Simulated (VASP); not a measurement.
Output of a VASP run:

**OSZICAR**
```
       N       E                     dE             d eps       ncg     rms          rms(c)
DAV:   1     0.453781791795E+02    0.45378E+02   -0.64445E+03   704   0.106E+03
DAV:   2    -0.166917736662E+02   -0.62070E+02   -0.55385E+02   796   0.181E+02
DAV:   3    -0.183856807561E+02   -0.16939E+01   -0.16744E+01   872   0.295E+01
DAV:   4    -0.184006718657E+02   -0.14991E-01   -0.14987E-01   840   0.325E+00
DAV:   5    -0.184009011995E+02   -0.22933E-03   -0.22931E-03   872   0.429E-01    0.908E+00
DAV:   6    -0.178813966020E+02    0.51950E+00   -0.27267E+00   792   0.162E+01    0.227E+00
DAV:   7    -0.177876717532E+02    0.93725E-01   -0.21730E-01   784   0.480E+00    0.171E+00
DAV:   8    -0.177499866119E+02    0.37685E-01   -0.34727E-02   804   0.174E+00    0.266E-01
DAV:   9    -0.177497001862E+02    0.28643E-03   -0.21093E-03   836   0.444E-01    0.170E-01
DAV:  10    -0.177497444875E+02   -0.44301E-04   -0.24354E-04   812   0.142E-01    0.198E-02
DAV:  11    -0.177497398857E+02    0.46018E-05   -0.18584E-05   840   0.454E-02    0.883E-03
DAV:  12    -0.177497399297E+02   -0.43956E-07   -0.15866E-06   764   0.994E-03    0.225E-03
DAV:  13    -0.177497398304E+02    0.99310E-07   -0.59400E-07   808   0.762E-03
   1 F= -.17749740E+02 E0= -.17750072E+02  d E =0.995812E-03
```

**OUTCAR**
```
------------------------ aborting loop because EDIFF is reached ----------------------------------------
  FORCE on cell =-STRESS in cart. coord.  units (eV):
  Direction    XX          YY          ZZ          XY          YZ          ZX
  --------------------------------------------------------------------------------------
  Total        0.0269973      0.0269973      0.0269973      0.0000000      0.0000000      0.0000000
  in kB        0.8448849      0.8448849      0.8448849      0.0000000      0.0000000      0.0000000
  external PRESSURE =       0.8448849 kB  Pullay stress =       0.0000000 kB
  volume of cell :       51.20
      direct lattice vectors                 reciprocal lattice vectors
     0.000000000  2.947141861  2.947141861    -0.169655898  0.169655898  0.169655898
     2.947141861  0.000000000  2.947141861     0.169655898 -0.169655898  0.169655898
     2.947141861  2.947141861  0.000000000     0.169655898  0.169655898 -0.169655898
 POSITION                                       TOTAL-FORCE (eV/Angst)
 -----------------------------------------------------------------------------------
      1.47357      1.47357      1.47357        -0.000000     -0.000000     -0.000000
      4.42071      4.42071      4.42071         0.000000      0.000000      0.000000
      0.00000      0.00000      0.00000        -0.000000     -0.000000     -0.000000
 -----------------------------------------------------------------------------------
    total drift:                                0.000000     -0.000000     -0.000000
  FREE ENERGIE OF THE ION-ELECTRON SYSTEM (eV)
  ---------------------------------------------------
  free  energy   TOTEN  =       -17.7497398304 eV

  energy  without entropy=      -17.7507356422  energy(sigma->0) =      -17.75007177
```
(Selected blocks of OUTCAR.)

File POSCAR:
```
PtAl2
1
    0.0000000000     2.9471418610     2.9471418610
    2.9471418610     0.0000000000     2.9471418610
    2.9471418610     2.9471418610     0.0000000000
Al Pt
2 1
Direct
  0.2500000000   0.2500000000   0.2500000000
  0.7500000000   0.7500000000   0.7500000000
  0.0000000000   0.0000000000   0.0000000000
```

**Question.** Write an INCAR and KPOINTS that could have produced this output.

**Answer.** Several could match; the one computed here: the input of the run itself, PBEsol GGA, plane waves, VASP's PBE PAW potentials (set 64).

INCAR:
```
SYSTEM  =  PtAl2
PREC  =  Accurate; ENCUT  =  480; LREAL  =  .False.
LASPH  =  .True.
EDIFF  =  1E-7; NELM  =  100; ALGO  =  Normal
LMAXMIX  =  6
ISMEAR  =  1; SIGMA  =  0.1
GGA  =  PS
ISIF  =  2
LWAVE  =  .False.; LCHARG  =  .False.
```

KPOINTS:
```
Regular mesh
0
gamma
  8 8 8
```

POTCAR, in this order: Al Pt (PBE.64 set). Program: vasp_std.

The compound is PtAl2 in the fluorite structure. It was relaxed first.
